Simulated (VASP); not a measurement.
## BN(110): relaxation, ionisation energy and affinity

Aim: ionisation energy and electron affinity of BN(110), from a slab and a bulk run lined up through core potentials.

Program: VASP 6.6.1. Level of theory: r2SCAN; plane waves and PAW (B, N). Results are calculated unless marked as measured.

**What experiment says.**

“Equation of state of cubic boron nitride at high pressures and temperatures” (2007, arxiv:cond-mat/0702656) reports for BN, zinc blende, by single-crystal x-ray diffraction (micron-sized single crystals selected from powder, 295 K): lattice constant a (a at ambient conditions) 3.6152 ± 0.0002 Å.

Report form: the programs' logs are mostly left out.

### 1. The starting structure

The structure is cubic, space group F-43m (No. 216). The conventional cell has a = 3.620 Å, b = 3.620 Å, c = 3.620 Å, α = 90.00°, β = 90.00°, γ = 90.00°. Nearest to B lie 4 N at 1.57 Å. Nearest to N lie 4 B at 1.57 Å. Farther neighbours and most contacts between anions are not listed.

### 2. Relaxing the bulk crystal

The later steps need the crystal at this functional's own lattice; a raised cutoff keeps the stress reliable while the cell changes.

Input file INCAR:

```
SYSTEM = BN
PREC = Accurate
ENCUT = 520
EDIFF = 1E-06
NELM = 120
ISMEAR = 0
SIGMA = 0.03
LREAL = .FALSE.
ALGO = Normal
METAGGA = R2SCAN
LASPH = .TRUE.
NBANDS = 10
LORBIT = 11
LWAVE = .FALSE.
LCHARG = .FALSE.
KPAR = 4
IBRION = 2
NSW = 40
ISIF = 3
EDIFFG = -0.02
POTIM = 0.4
```

Input file POSCAR:

```
BN
1.0
    0.0000000000      1.8100000000      1.8100000000
    1.8100000000      0.0000000000      1.8100000000
    1.8100000000      1.8100000000      0.0000000000
B N
1 1
Direct
    0.0000000000      0.0000000000      0.0000000000
    0.2500000000      0.2500000000      0.2500000000
```

Input file KPOINTS:

```
Automatic mesh
0
Gamma
9 9 9
0 0 0
```

PAW data sets: B and N (PBE family, release 64).

Command:

```console
$ mpirun -np 4 vasp_std
```

Elapsed: 26 s, on 4 MPI ranks of AMD EPYC 7R13 (Zen 3), shared host; peak memory 0.42 GiB.

The PAW data sets were made with PBE, which is usual practice but a small mismatch for other functionals. The run keeps the 24 symmetry operations of its start, so it cannot find a distortion of lower symmetry.

The steps of the relaxation:

```csv
step,energy less that of the first step (eV),largest force (eV/Å),pressure (GPa),volume (Å³)
1,0.0000,0.0000,-2.24,11.86
2,-0.0002,0.0000,1.56,11.75
3,-0.0005,0.0000,0.00,11.79
```

```csv
"conventional cell, symmetrised",before,after,change
a (Å),3.620,3.613,-0.2 %
b (Å),3.620,3.613,-0.2 %
c (Å),3.620,3.613,-0.2 %
volume (Å³/atom),5.93,5.90,-0.6 %
```

The relaxed structure:

```xyz
2
Lattice="0.0000 1.8066 1.8066 1.8066 0.0000 1.8066 1.8066 1.8066 0.0000" Properties=species:S:1:pos:R:3 pbc="T T T"
B     0.0000    0.0000    0.0000
N     0.9033    0.9033    0.9033
```

Numbers from this step:

```
electronic cycles   : 22
electrons           : 8
free energy (TOTEN) : -19.17 eV
Fermi energy        : 7.461 eV
```

The run ended after 3 ionic steps, 0.000 eV below its first step, once forces and stress met EDIFFG = -0.02.

### 3. Band edges of the bulk

A static bulk run at the slab's cutoff gives the band edges and the core potentials that tie them to the slab.

Input file INCAR:

```
SYSTEM = BN
PREC = Normal
ENCUT = 440
EDIFF = 1E-06
NELM = 120
ISMEAR = 0
SIGMA = 0.03
LREAL = .FALSE.
ALGO = Normal
METAGGA = R2SCAN
LASPH = .TRUE.
NBANDS = 10
LORBIT = 11
LWAVE = .FALSE.
LCHARG = .FALSE.
KPAR = 4
```

Input file POSCAR:

```
BN
1.0
    0.0000000000      1.8065837466      1.8065837466
    1.8065837466      0.0000000000      1.8065837466
    1.8065837466      1.8065837466      0.0000000000
B N
1 1
Direct
    0.0000000000      0.0000000000      0.0000000000
    0.2500000000      0.2500000000      0.2500000000
```

Input file KPOINTS:

```
Automatic mesh
0
Gamma
21 21 21
0 0 0
```

Command:

```console
$ mpirun -np 4 vasp_std
```

Wall time 26 s (4 MPI ranks); peak memory 0.4 GiB.

The gap is read on the k-mesh alone, so it is an upper bound where the band edges lie off the mesh.

Numbers from this step:

* electronic cycles: 12
* Fermi energy: 7.473 eV
* metallic: no
* gap on the k-mesh: 5.005 eV
* least direct gap on the k-mesh: 9.532 eV

### 4. Relaxing the slab

System of this step: BN(110). The cell holds 18 atoms: 9 B and 9 N. Its edges and angles: a = 2.555 Å, b = 3.613 Å, c = 26.220 Å, α = 90.0°, β = 90.0°, γ = 90.0°. It derives from BN. 9 layers, cut at this functional's lattice. Vacuum lies along c.

All atoms relax at the fixed cell.

Input file INCAR:

```
SYSTEM = BN
PREC = Normal
ENCUT = 440
EDIFF = 1E-05
NELM = 120
ISMEAR = 0
SIGMA = 0.03
LREAL = Auto
ALGO = Normal
METAGGA = R2SCAN
LASPH = .TRUE.
NBANDS = 54
LORBIT = 11
LWAVE = .FALSE.
LCHARG = .FALSE.
KPAR = 4
IBRION = 2
NSW = 60
ISIF = 2
EDIFFG = -0.03
POTIM = 0.4
MAXMIX = 40
IDIPOL = 3
LDIPOL = .TRUE.
DIPOL = 0.5 0.5 0.5
```

Input file POSCAR:

```
BN
1.0
    2.5548952360      0.0000000000      0.0000000000
    0.0000000000      3.6131674932      0.0000000000
    0.0000000000      0.0000000000     26.2195809440
B N
9 9
Direct
    0.0000000000      0.0000000000      0.3051154800
    0.5000000000      0.5000000000      0.3538366100
    0.0000000000      0.0000000000      0.4025577400
    0.5000000000      0.5000000000      0.4512788700
    0.0000000000      0.0000000000      0.5000000000
    0.5000000000      0.5000000000      0.5487211300
    0.0000000000      0.0000000000      0.5974422600
    0.5000000000      0.5000000000      0.6461633900
    0.0000000000      0.0000000000      0.6948845200
    0.0000000000      0.7500000000      0.3538366100
    0.5000000000      0.2500000000      0.3051154800
    0.0000000000      0.7500000000      0.4512788700
    0.5000000000      0.2500000000      0.4025577400
    0.0000000000      0.7500000000      0.5487211300
    0.5000000000      0.2500000000      0.5000000000
    0.0000000000      0.7500000000      0.6461633900
    0.5000000000      0.2500000000      0.5974422600
    0.5000000000      0.2500000000      0.6948845200
```

Input file KPOINTS:

```
Automatic mesh
0
Gamma
9 7 1
0 0 0
```

Command:

```console
$ mpirun -np 4 vasp_std
```

The job ended after 40 min (4 MPI ranks; peak memory 1.1 GiB).

Step by step:

```csv
step,energy less that of the first step (eV),largest force (eV/Å)
1,0.0000,6.6915
2,-1.7628,2.4692
3,-2.0181,1.2358
4,-2.0186,1.2350
5,-2.2096,0.5954
6,-2.2152,0.5732
7,-2.2407,0.4690
8,-2.2445,0.2833
9,-2.2527,0.1695
10,-2.2527,0.1710
11,-2.2557,0.1280
12,-2.2557,0.1293
13,-2.2582,0.0832
14,-2.2586,0.0910
15,-2.2602,0.0800
16,-2.2603,0.0813
17,-2.2610,0.0374
18,-2.2610,0.0328
19,-2.2610,0.0340
```

The atoms that moved most (Å):

```csv
atom,dx,dy,dz,length
B1,0.000,0.174,0.205,0.269
B9,0.000,0.174,-0.205,0.269
N11,0.000,-0.067,-0.009,0.067
N18,0.000,-0.067,0.009,0.067
B8,0.000,-0.003,0.064,0.064
B2,0.000,-0.003,-0.064,0.064
N16,0.000,-0.029,0.039,0.048
N10,0.000,-0.029,-0.039,0.048
```

Final coordinates:

```xyz
18
Lattice="2.5549 0.0000 0.0000 0.0000 3.6132 0.0000 0.0000 0.0000 26.2196" Properties=species:S:1:pos:R:3
B     0.0000    0.1743    8.2047
B     1.2774    1.8034    9.2130
B     0.0000   -0.0088   10.5642
B     1.2774    1.7876   11.8262
B     0.0000   -0.0172   13.1098
B     1.2774    1.7876   14.3934
B     0.0000   -0.0088   15.6554
B     1.2774    1.8034   17.0066
B     0.0000    0.1743   18.0149
N     0.0000    2.6813    9.2384
N     1.2774    0.8366    7.9912
N     0.0000    2.6914   11.8280
N     1.2774    0.8912   10.5516
N     0.0000    2.6914   14.3916
N     1.2774    0.8855   13.1098
N     0.0000    2.6813   16.9812
N     1.2774    0.8912   15.6679
N     1.2774    0.8366   18.2284
```

The stop cut the electronic loop of the last step short, so that step is set aside; the step before it may be unsound too where the loop had begun to diverge.

The run met its time limit with a largest force of 0.03 eV/Å at its last finished step, short of the threshold. The session accepts it under a looser, picked bar, without proof that a minimum is near.

### 5. Potential and states of the slab

A static run writes the electrostatic potential without exchange and correlation (LVHAR), which is flat in the vacuum and gives the level to count from. The dipole correction cancels the field that unlike faces would set up across the vacuum.

Input file INCAR:

```
SYSTEM = BN
PREC = Normal
ENCUT = 440
EDIFF = 1E-06
NELM = 120
ISMEAR = 0
SIGMA = 0.03
LREAL = Auto
ALGO = Normal
METAGGA = R2SCAN
LASPH = .TRUE.
NBANDS = 54
LORBIT = 11
LWAVE = .FALSE.
LCHARG = .TRUE.
KPAR = 4
IDIPOL = 3
LDIPOL = .TRUE.
DIPOL = 0.5 0.5 0.5
LVHAR = .TRUE.
LVACPOTAV = .TRUE.
NEDOS = 1500
```

Input file POSCAR:

```
BN
1.0
    2.5548952360      0.0000000000      0.0000000000
    0.0000000000      3.6131674932      0.0000000000
    0.0000000000      0.0000000000     26.2195809440
B N
9 9
Direct
    0.0000000000      0.0482305328      0.3129229920
    0.5000000000      0.4991310160      0.3513797802
    0.0000000000      0.9975512497      0.4029120907
    0.5000000000      0.4947485772      0.4510427283
    0.0000000000      0.9952433266      0.5000000000
    0.5000000000      0.4947485772      0.5489572717
    0.0000000000      0.9975512497      0.5970879093
    0.5000000000      0.4991310160      0.6486202198
    0.0000000000      0.0482305328      0.6870770080
    0.0000000000      0.7420930459      0.3523458310
    0.5000000000      0.2315374594      0.3047785814
    0.0000000000      0.7448864354      0.4511119406
    0.5000000000      0.2466604276      0.4024341112
    0.0000000000      0.7448864354      0.5488880594
    0.5000000000      0.2450791853      0.5000000000
    0.0000000000      0.7420930459      0.6476541690
    0.5000000000      0.2466604276      0.5975658888
    0.5000000000      0.2315374594      0.6952214186
```

KPOINTS is that of step 4.

Input file KPOINTS_OPT:

```
Line mode
14
Line-mode
Reciprocal
  0.00000000   0.00000000   0.00000000 GAMMA
  0.50000000   0.00000000   0.00000000 X

  0.50000000   0.00000000   0.00000000 X
  0.50000000   0.50000000   0.00000000 S

  0.50000000   0.50000000   0.00000000 S
  0.00000000   0.50000000   0.00000000 Y

  0.00000000   0.50000000   0.00000000 Y
  0.00000000   0.00000000   0.00000000 GAMMA

  0.00000000   0.00000000   0.00000000 GAMMA
  0.50000000   0.50000000   0.00000000 S
```

Command:

```console
$ mpirun -np 4 vasp_std
```

Run time: 12 min. Hardware: 4 MPI ranks; peak memory 1.4 GiB.

This step gave:

- electronic cycles: 27
- electrons: 72
- free energy (TOTEN): -169.0843 eV
- Fermi energy: -0.4684 eV
- least gap on mesh and path: 3.07 eV
- least direct gap on mesh and path: 3.595 eV
- dipole moment: 0, 0, 0 e·Å
- vacuum levels: 6.277, 6.277 eV
- ionisation potentials of the upper and lower face: 6.893, 6.893 eV
- electron affinities of the upper and lower face: 3.823, 3.823 eV

Electronic bands along the path, in eV, zero at the valence-band top; v1 is the highest filled band, c1 the lowest empty one:

```csv
point,v4,v3,v2,v1,c1,c2,c3,c4
Γ,-0.75,-0.43,-0.14,0.00,5.00,5.74,6.09,6.42
0.54 of the way,-2.90,-1.86,-0.91,-0.71,5.06,5.17,6.81,7.01
X,-3.13,-3.07,-0.64,-0.53,3.07,3.13,5.24,5.73
0.46 of the way,-3.01,-2.96,-0.47,-0.36,3.86,3.91,6.81,6.89
S,-2.73,-2.51,-0.24,-0.12,4.73,4.78,9.53,9.64
0.46 of the way,-2.37,-2.20,-0.27,-0.24,5.25,5.31,9.67,9.68
Y,-2.40,-2.30,-0.44,-0.41,5.39,5.49,7.62,7.88
0.46 of the way,-1.61,-1.60,-0.30,-0.20,5.37,5.62,6.39,7.17
Γ,-0.75,-0.43,-0.14,0.00,5.00,5.74,6.09,6.42
0.54 of the way,-2.07,-1.89,-0.47,-0.40,5.09,5.16,8.11,8.18
S,-2.73,-2.51,-0.24,-0.12,4.73,4.78,9.53,9.64
```

Of the projections kept (B, N), the largest for each band there; the rest of the weight can lie on other orbitals:

```csv
point,v4,v3,v2,v1,c1,c2,c3,c4
Γ,N 0.80,N 0.84,N 0.92,N 0.92,B 0.56,B 0.55,B 0.52,N 0.56
X,N 0.68,N 0.68,N 0.89,N 0.88,B 0.85,B 0.88,B 0.58,B 0.64
S,N 0.67,N 0.70,N 0.91,N 0.90,B 0.86,B 0.85,N 0.53,N 0.69
Y,N 0.73,N 0.73,N 0.90,N 0.90,B 0.83,B 0.82,B 0.77,B 0.79
Γ,N 0.80,N 0.84,N 0.92,N 0.92,B 0.56,B 0.55,B 0.52,N 0.56
S,N 0.67,N 0.70,N 0.91,N 0.90,B 0.86,B 0.85,N 0.53,N 0.69
```

The planar average of the electrostatic potential oscillates, so the rows of the table below give means over windows of 1.31 Å about each position, cut where the curve ends. Its maxima inside the range that stand out by 2 % of the span (Å: eV): 8.6: -6.83, 9.9: -3.16, 11.2: -4.28, 12.5: -3.87, 13.8: -3.87, 15.0: -4.28, 16.3: -3.16, 17.6: -6.83. Its minima: 8.1: -8.58, 9.1: -10.3, 10.7: -9.63, 11.7: -9.73, 13.2: -9.72, 14.5: -9.73, 15.5: -9.63, 17.1: -10.3, 18.2: -8.58.

Zero at the Fermi level. Table of planar average of the electrostatic potential by height; means over each step:

height (Å), planar average of the electrostatic potential (eV) and a bar from the least value:
```
     0.66        6.8 ##############################
     1.97        6.8 ##############################
     3.28        6.8 ##############################
     4.58        6.8 ##############################
     5.90        6.7 ##############################
     7.21        2.4 #####################
     8.52       -8.4 
     9.82       -7.4 ##
    11.13       -7.8 #
    12.45       -7.7 #
    13.76       -7.7 #
    15.06       -7.8 #
    16.38       -7.4 ##
    17.69       -8.4 
    19.00        2.2 #####################
    20.31        6.7 ##############################
    21.62        6.8 ##############################
    22.93        6.8 ##############################
    24.24        6.8 ##############################
    25.55        6.8 ##############################
```

Density of states in the PAW spheres, an atom over height of the layer and energy from the Fermi level.

Ten even steps from '_' (0.00 states/eV) to '@' (1.26 states/eV), each cell a mean:
```
______________________
______________________
@@__..__________..__@@
++__________________++
______________________
______________________
______..........______
..__......::......__..
::__::::::::::::::__::
::..::::::::::::::..::
--..::::::::::::::..--
::..::::::..::::::..::
--::::::::::::::::::--
--::::::::::::::::::--
::..::::::::::::::..::
::..::::::--::::::..::
::..::::::::::::::..::
......................
..........::..........
......................
......................
..........__..........
```
Columns: height of the layer (Å) from 8 to 18.2 (not evenly spaced); rows upwards: energy from the Fermi level (eV) from -7.9 to 0.5.

Electrostatic potential energy in the cb plane at fractional x = 0.000, with atoms of B and N within 0.2 Å of it. With pseudopotentials it is smooth inside the atoms' cores, unlike the true potential.

Values in eV, 5 rows by 16 columns, each cell a mean:
```
  6   6   6   6   6   6   5  -5 -20 -23 -19 -23 -20 -18 -25 -19
  6   6   6   6   6   6   6   4  -9 -30  -1 -25 -15  -6 -33  -2
  6   6   6   6   6   6   6   5   1  -2   2  -1   0   1  -2   2
  6   6   6   6   6   6   6   1  -8   0  -3   0  -1  -2   1  -3
  6   6   6   6   6   6   5 -12 -16  -5 -19  -8 -13 -16  -2 -18
```
Columns run along c (16.0 Å, from fractional 0.00 to 0.61 of the cell; values clipped at the 3rd and 97th percentile), rows up along b (3.6 Å). Atoms in or near the plane, at fractional coordinates: B at (0.31, 0.05), B at (0.40, 0.00), B at (0.50, 0.00), B at (0.60, 0.00), N at (0.35, 0.74), N at (0.45, 0.74), N at (0.55, 0.74).

Valence density in the cb plane at fractional x = 0.000, with atoms of B and N within 0.2 Å of it. It is the smooth field of the valence electrons, not physical close to the nuclei.

Ten even steps from '0' (0.0 e/Å³) to '9' (3.6 e/Å³), each cell a mean:
```
00000000000000000000001344321123443212344321
00000000000000000000001379731137984113798411
00000000000000000000000279721026973102697310
00000000000000000000000135310013531001353100
00000000000000000000000011100000110000011000
00000000000000000000000000000000000000000000
00000000000000000000001000000000000000000000
00000000000000000000011100001110000111000011
00000000000000000000000111111111111111111111
```
Columns run along c (16.0 Å, from fractional 0.00 to 0.61 of the cell), rows up along b (3.6 Å). Atoms in or near the plane, at fractional coordinates: B at (0.31, 0.05), B at (0.40, 0.00), B at (0.50, 0.00), B at (0.60, 0.00), N at (0.35, 0.74), N at (0.45, 0.74), N at (0.55, 0.74).

The map of layer states is cut here 0.5 eV above the Fermi level, so it leaves out the states above that.

The vacuum level lies 6.89 eV above the highest filled level at the upper face; both faces agree, as the slab has next to no dipole.

The program found no field-free point at its default tolerance, but its printed level agrees with the flat part of the planar average.

### 6. Lining up bulk and slab

This step: band edges against the vacuum, r2SCAN; plane waves and PAW (VASP 6.6.1).

No new run; the numbers come from the runs before.

Numbers from this step:

| Item | Value |
| --- | --- |
| ionisation energy | 7.239 eV |
| offset spread | 0.05630 eV |
| bulk gap | 5.005 eV |
| slab gap | 3.07 eV |
| electron affinity | 2.233 eV |
| buckling | 0.2135 Å |
| tilt | 17.87 degree |
| surface energy, relaxed | 2.962 J/m² |

The averaged core potentials of the four middle atoms lie -8.227 eV from those of the bulk run. The bulk valence top (7.265 eV), moved by that offset, is taken from the upper vacuum level (6.277 eV).

### 7. Results

* ionisation energy: 7.24 eV
* electron affinity: 2.23 eV
* buckling: 0.214 Å
* surface energy, relaxed: 2.96 J/m²

The bulk valence-band top lies 7.24 eV below the vacuum of BN(110), and the conduction-band bottom 2.23 eV. The top layer buckles by 0.21 Å, a tilt of 18°, with N outermost, as the anion takes the dangling-bond electrons and the cation flattens towards sp². The surface costs 2.96 J/m². The slab's least gap is 3.07 eV, against 5.01 eV in the bulk. Confinement widens it, surface states can narrow it, and the two gaps need not lie at the same wave vector; the faces' own affinities count to the slab's lowest empty state. The offsets of the four middle atoms spread by 0.06 eV; a shift common to all four would not show in it. The bulk edges are read on a mesh, so a band minimum between its points makes the gap too large and the affinity too small. One thickness was run. Semilocal band edges put the valence top too high and the gap too small. A relaxation stopped short of its threshold, at a residual force of 0.03 eV/Å, so the energy of that state, where it is used, is an upper bound.

Calculation against experiment:

```
              quantity  measured          r2SCAN
lattice constant a (Å)    3.6152  3.613 (-0.1 %)
```

Measured values from arxiv:cond-mat/0702656 (2007).

Verdict: The lattice constant a is off by -0.1 %: good agreement. The grades are ours: good and fair within 0.7 and 1.5 % for the lattice constant a. For lattice constants the calculation has a static lattice, without zero-point motion or thermal expansion (measured at up to 295 K).

[Lines on the potential files, build, host, timing and source positions are cut from VASP's logs without a mark.]

[Logs are printed without paths, hosts, clocks, repeated set-up lines and the standing remarks that a program may print on its own settings, such as how far it seeks lower states.]

[Hosts, paths, dates, database ids (printed as entryN), source tags and the programs' standing remarks are cut or masked in the printed files.]

[Runs that stopped without an error message from VASP are left out.]
